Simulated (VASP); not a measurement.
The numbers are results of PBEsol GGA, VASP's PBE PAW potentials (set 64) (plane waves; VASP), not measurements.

VASP ran on this input.

**INCAR**
```
# general
SYSTEM = SiO2
PREC   = Accurate
ENCUT  = 520
LREAL  = .False.
LASPH  = .True.

# electronic loop
EDIFF  = 1E-6
NELM   = 100
ALGO   = Normal

# smearing
ISMEAR = 0
SIGMA  = 0.05

# functional
GGA    = PS

# ions
IBRION = 2
NSW    = 60
ISIF   = 3
EDIFFG = -0.02

# output
LWAVE  = .False.
LCHARG = .False.
```

### POSCAR
```
SiO2
1.0
  5.0353739477   0.0000000000   0.0000000000
  0.0000000000   5.0353739477   0.0000000000
  0.0000000000   0.0000000000   7.0217925793
Si O
4 8
Cartesian
  1.5001911995   1.5001911995   0.0000000000
  4.0178781733   1.0174957744   5.2663444345
  1.0174957744   4.0178781733   1.7554481448
  3.5351827482   3.5351827482   3.5108962896
  1.2060826589   0.5086390363   1.2465767996
  3.7237696328   2.0090479376   4.0197676349
  1.3116043149   3.0263260101   0.5088713452
  3.8292912888   4.5267349114   4.7574730892
  4.5267349114   3.8292912888   2.2643194901
  2.0090479376   3.7237696328   3.0020249444
  3.0263260101   1.3116043149   6.5129212341
  0.5086390363   1.2060826589   5.7752157797
```

**KPOINTS**
```
Automatic mesh
0
Gamma
4 4 3
0 0 0
```

POTCAR, in this order: Si O (PBE.64 set). Program: vasp_std.

The run wrote:

**OSZICAR**
```
       N       E                     dE             d eps       ncg     rms          rms(c)
DAV:   1     0.439671227673E+03    0.43967E+03   -0.32895E+04   936   0.149E+03
DAV:   2    -0.745885273081E+02   -0.51426E+03   -0.50033E+03  1194   0.343E+02
DAV:   3    -0.110012950711E+03   -0.35424E+02   -0.35298E+02  1104   0.999E+01
DAV:   4    -0.110572688268E+03   -0.55974E+00   -0.55859E+00  1112   0.135E+01
DAV:   5    -0.110585378563E+03   -0.12690E-01   -0.12686E-01  1104   0.194E+00    0.285E+01
DAV:   6    -0.988108709665E+02    0.11775E+02   -0.52389E+01  1083   0.345E+01    0.136E+01
DAV:   7    -0.987222316692E+02    0.88639E-01   -0.13354E+00  1185   0.528E+00    0.515E+00
DAV:   8    -0.986821116491E+02    0.40120E-01   -0.69255E-02  1104   0.184E+00    0.177E+00
DAV:   9    -0.986917432639E+02   -0.96316E-02   -0.28114E-02  1083   0.113E+00    0.387E-01
DAV:  10    -0.986961924355E+02   -0.44492E-02   -0.71854E-03  1097   0.412E-01    0.124E-01
DAV:  11    -0.986961682740E+02    0.24161E-04   -0.22603E-03  1104   0.246E-01    0.323E-02
DAV:  12    -0.986961902693E+02   -0.21995E-04   -0.80054E-05  1097   0.494E-02    0.241E-02
DAV:  13    -0.986962035554E+02   -0.13286E-04   -0.34715E-05  1090   0.295E-02    0.399E-03
DAV:  14    -0.986962042338E+02   -0.67846E-06   -0.10342E-06   720   0.576E-03
   1 F= -.98696204E+02 E0= -.98696204E+02  d E =-.986962E+02
       N       E                     dE             d eps       ncg     rms          rms(c)
DAV:   1    -0.986978453690E+02   -0.16418E-02   -0.87208E-02  1069   0.186E+00    0.349E-01
DAV:   2    -0.986961289502E+02    0.17164E-02   -0.70522E-03  1083   0.461E-01    0.787E-02
DAV:   3    -0.986960771727E+02    0.51777E-04   -0.48032E-04  1113   0.106E-01    0.361E-02
DAV:   4    -0.986960616258E+02    0.15547E-04   -0.41672E-05  1097   0.355E-02    0.200E-02
DAV:   5    -0.986960558284E+02    0.57974E-05   -0.87094E-06  1104   0.160E-02    0.474E-03
DAV:   6    -0.986960557150E+02    0.11336E-06   -0.80049E-07   678   0.530E-03
   2 F= -.98696056E+02 E0= -.98696056E+02  d E =0.148519E-03
       N       E                     dE             d eps       ncg     rms          rms(c)
DAV:   1    -0.986969594247E+02   -0.90360E-03   -0.30849E-02  1048   0.111E+00    0.209E-01
DAV:   2    -0.986963533707E+02    0.60605E-03   -0.25113E-03  1069   0.275E-01    0.469E-02
DAV:   3    -0.986963364368E+02    0.16934E-04   -0.17017E-04  1106   0.632E-02    0.214E-02
DAV:   4    -0.986963318982E+02    0.45386E-05   -0.14904E-05  1097   0.212E-02    0.118E-02
DAV:   5    -0.986963313833E+02    0.51492E-06   -0.28326E-06   786   0.943E-03
   3 F= -.98696331E+02 E0= -.98696331E+02  d E =-.127149E-03
```

OUTCAR:
```
------------------------ aborting loop because EDIFF is reached ----------------------------------------
  FORCE on cell =-STRESS in cart. coord.  units (eV):
  Direction    XX          YY          ZZ          XY          YZ          ZX
  --------------------------------------------------------------------------------------
  Total        0.0265168      0.0265168     -0.0210716      0.0000000      0.0000000      0.0000000
  in kB        0.2384013      0.2384013     -0.1894456      0.0000000      0.0000000      0.0000000
  external PRESSURE =       0.0957856 kB  Pullay stress =       0.0000000 kB
  volume of cell :      178.21
      direct lattice vectors                 reciprocal lattice vectors
     5.036817425  0.000000000  0.000000000     0.198538068  0.000000000 -0.000000000
     0.000000000  5.036817425  0.000000000     0.000000000  0.198538068  0.000000000
     0.000000000  0.000000000  7.024429410    -0.000000000  0.000000000  0.142360317
 POSITION                                       TOTAL-FORCE (eV/Angst)
 -----------------------------------------------------------------------------------
      1.50070      1.50070      0.00000        -0.008762     -0.008762     -0.000000
      4.01911      1.01771      5.26832        -0.008762      0.008762     -0.000000
      1.01771      4.01911      1.75611         0.008762     -0.008762     -0.000000
      3.53611      3.53611      3.51221         0.008762      0.008762     -0.000000
      1.20655      0.50871      1.24741         0.009361      0.003977     -0.001631
      3.72496      2.00970      4.02091         0.009361     -0.003977      0.001631
      1.31186      3.02712      0.50870        -0.009361      0.003977      0.001631
      3.83026      4.52811      4.75963        -0.009361     -0.003977     -0.001631
      4.52811      3.83026      2.26480        -0.003977     -0.009361      0.001631
      2.00970      3.72496      3.00352        -0.003977      0.009361     -0.001631
      3.02712      1.31186      6.51573         0.003977     -0.009361     -0.001631
      0.50871      1.20655      5.77702         0.003977      0.009361      0.001631
 -----------------------------------------------------------------------------------
    total drift:                               -0.000000      0.000000      0.000000
  FREE ENERGIE OF THE ION-ELECTRON SYSTEM (eV)
  ---------------------------------------------------
  free  energy   TOTEN  =       -98.6963313833 eV

  energy  without entropy=      -98.6963313833  energy(sigma->0) =      -98.69633138

 reached required accuracy - stopping structural energy minimisation
```
(Selected blocks of OUTCAR.)

File CONTCAR:
```
SiO2
   1.00000000000000
     5.0368174248484125    0.0000000000000000    0.0000000000000000
     0.0000000000000000    5.0368174248484125    0.0000000000000000
     0.0000000000000000    0.0000000000000000    7.0244294103334584
  Si              O
     4     8
Direct
     0.2979465844419448    0.2979465844419448    0.0000000000000000
     0.7979465844419448    0.2020534155580552    0.7500000000000000
     0.2020534155580552    0.7979465844419448    0.2500000000000000
     0.7020534155580552    0.7020534155580552    0.5000000000000000
     0.2395468148860185    0.1009982873533374    0.1775818024508642
     0.7395468148860185    0.3990017126466626    0.5724181975491357
     0.2604531851139815    0.6009982873533374    0.0724181975491358
     0.7604531851139815    0.8990017126466626    0.6775818024508643
     0.8990017126466626    0.7604531851139815    0.3224181975491358
     0.3990017126466626    0.7395468148860185    0.4275818024508642
     0.6009982873533374    0.2604531851139815    0.9275818024508643
     0.1009982873533374    0.2395468148860185    0.8224181975491357
```

OUTCAR:
```
 val. band max:       -0.1832325934   @ k =   0.0000   0.0000   0.0000

 cond. band min:       5.3732740488   @ k =   0.0000   0.0000   0.0000


 Fermi energy:         0.0463836195

 k-point     1 :       0.0000    0.0000    0.0000
  band No.  band energies     occupation
      1     -19.4973      2.00000
      2     -18.6085      2.00000
      3     -18.6085      2.00000
      4     -17.4502      2.00000
      5     -17.4146      2.00000
      6     -17.4066      2.00000
      7     -17.3956      2.00000
      8     -17.3956      2.00000
      9      -9.7279      2.00000
     10      -7.6064      2.00000
     11      -7.6064      2.00000
     12      -5.9693      2.00000
     13      -5.8728      2.00000
     14      -5.8728      2.00000
     15      -5.3823      2.00000
     16      -5.2459      2.00000
     17      -3.1016      2.00000
     18      -3.0937      2.00000
     19      -3.0937      2.00000
     20      -2.5598      2.00000
     21      -2.4784      2.00000
     22      -2.2107      2.00000
     23      -2.0032      2.00000
     24      -1.9593      2.00000
     25      -1.9593      2.00000
     26      -1.4833      2.00000
     27      -1.4833      2.00000
     28      -1.3763      2.00000
     29      -0.8528      2.00000
     30      -0.4541      2.00000
     31      -0.4541      2.00000
     32      -0.1832      2.00000
     33       5.3733      0.00000
     34       8.4370      0.00000
     35       8.4370      0.00000
     36       8.7766      0.00000
     37       8.7766      0.00000
     38       9.2108      0.00000
     39       9.4801      0.00000

 k-point     2 :       0.2500    0.0000    0.0000
  band No.  band energies     occupation
      1     -19.3728      2.00000
      2     -18.7389      2.00000
      3     -18.4583      2.00000
      4     -17.6094      2.00000
      5     -17.4573      2.00000
      6     -17.4384      2.00000
      7     -17.4067      2.00000
      8     -17.3970      2.00000
      9      -9.4040      2.00000
...
```

The compound is SiO2 in the cristobalite structure. This run relaxes it. Symmetry was kept, so distortions that lower it aren't found. The start is the result of an earlier pass.
